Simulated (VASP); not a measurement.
SrO: energy against volume

SrO (rock salt, Fm-3m, 17.625 Å³/atom and stress up to 0.06 GPa in the relaxed cell, cube axes along x, y and z) under an equal strain ε along all three axes. PBE in VASP (plane waves, PAW), 600 eV, 10×10×10 Γ-centred mesh, Gaussian smearing 0.05 eV; ions are relaxed, or left where forces stay under 0.02 eV/Å, within the symmetry of each cell.

Here V stands for volume and E for E less E0.

| volume (Å³/atom) | E less E0 (meV/atom) | pressure (GPa) |
|---|---|---|
| 16.5882 | 18.80 | 5.81 |
| 16.8434 | 10.52 | 4.18 |
| 17.1012 | 4.74 | 2.67 |
| 17.3616 | 1.26 | 1.25 |
| 17.6246 | 0.00 | -0.06 |
| 17.8903 | 0.84 | -1.29 |
| 18.1587 | 3.66 | -2.42 |
| 18.4297 | 8.36 | -3.48 |
| 18.7034 | 14.87 | -4.46 |
| 19.2589 | ? | ? |

Fit E of the 9 rows that show it with the third-order Birch-Murnaghan form, a cubic in V^(-2/3). With u = V^(-2/3) - 0.148, the rows have u = 0.005745, 0.004188, 0.002655, 0.001144, -0.000343, -0.001809, -0.003253, -0.004675, -0.006077. Least squares gives E = 0.101 + 461.1·u + 481033·u² + 882829·u³. Residuals (row less fit): 0.006, -0.014, 0.007, 0.001, 0.001, 0.004, -0.001, -0.008, 0.005; standard error 0.009 (degrees of freedom: 5). Its minimum lies at u = -0.000480, so V0 = (0.147520)^(-3/2) = 17.65. There d²E/du² = 959500 and d³E/du³ = 5297000, so B0 = (4/9) × 17.65^(-7/3) × 959500 × 0.160218 = 84.2 GPa (the last factor turns the table's units into GPa), and B0' = 4 + (2/3) × 0.147520 × (5297000)/959500 = 4.5. B0' rests on the cubic coefficient alone and has a standard error of 0.1 from these residuals.

Problem. Estimate the missing E (V = 19.2589); what did the run itself give?

Solution. u = -0.008819, so E = 0.101 + 461.1 × (-0.008819) + 481033 × (-0.008819)² + 882829 × (-0.008819)³ = 32.841 meV/atom. The calculation gives 32.85 meV/atom, 0.009 meV/atom above the prediction (0.0 % of the range of E in the table). The row lies outside the fitted rows, so this is an extrapolation. From the scatter of the fitted rows alone, a prediction at this place has a standard error of 0.036 meV/atom, so the miss is 0.2 times that.

Other structures, which can take over under pressure, weren't tried. The same form fitted to the pressure column gives B0' = 4.5; series where the two differ by over 0.4 aren't shown. Rows are the converged runs of the series near zero and its far end, less any whose ions stayed unrelaxed beside relaxed ones; series whose fitted rows scatter by over a few per cent of the range, as at a crossing or softening among them, aren't shown in this form.
